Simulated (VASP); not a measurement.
**RuAs (relaxed from the wurtzite structure, space group P6_3mc): computed properties**

All values below come from r2SCAN meta-GGA, VASP's PBE PAW potentials (set 64) (plane waves; VASP 6.6.1).

For RuAs, the space group comes out as P6_3mc (186) and the cell is a = b = 3.8991 Å, c = 6.1014 Å, α = β = 90.00°, γ = 120.00°. The volume per atom is 20.08 Å³/atom, the band gap (over mesh and band path) is none (metal, semimetal or under 0.01 eV) and the density comes out as 7.28 g/cm³.

```
CELL_PARAMETERS angstrom
      3.89905     0.00000     0.00000
     -1.94953     3.37668     0.00000
      0.00000     0.00000     6.10141
ATOMIC_POSITIONS crystal
  Ru 0.33333 0.66667 0.99432
  Ru 0.66667 0.33333 0.49432
  As 0.33333 0.66667 0.38068
  As 0.66667 0.33333 0.88068
```

The structure was generated: RuAs was put into the wurtzite type (P6_3mc), which need not be its known phase. It was relaxed first, which changed the volume by -30 %. Symmetry was kept, so distortions that lower it aren't found.
